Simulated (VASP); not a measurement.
Consider the following.

```xyz
2
Lattice="0.0000 2.7383 2.7383 2.7383 0.0000 2.7383 2.7383 2.7383 0.0000" Properties=species:S:1:pos:R:3 pbc="T T T"
Ga     0.0000     0.0000     0.0000
P      1.3691     1.3691     1.3691
```

Method: rev-vdW-DF2, VASP's PBE PAW potentials (set 64) (plane waves; VASP 6.6.1). Settings: 520 eV cut-off, 8×8×8 Γ-centred mesh, Gaussian smearing of 0.050 eV, potentials Ga_d P.

What does the run give for the energy per atom (σ→0), band gap (on the k-mesh) with the smallest direct gap where there is one?

```json
{
  "band gap (on the k-mesh)": "1.56 eV",
  "smallest direct gap (on the k-mesh)": "1.61 eV",
  "energy per atom (σ→0)": "-2.481 eV/atom"
}
```

The absolute energy has meaning only against runs of the same code, potentials and settings.

The compound is GaP in the zinc blende structure. It was relaxed first.
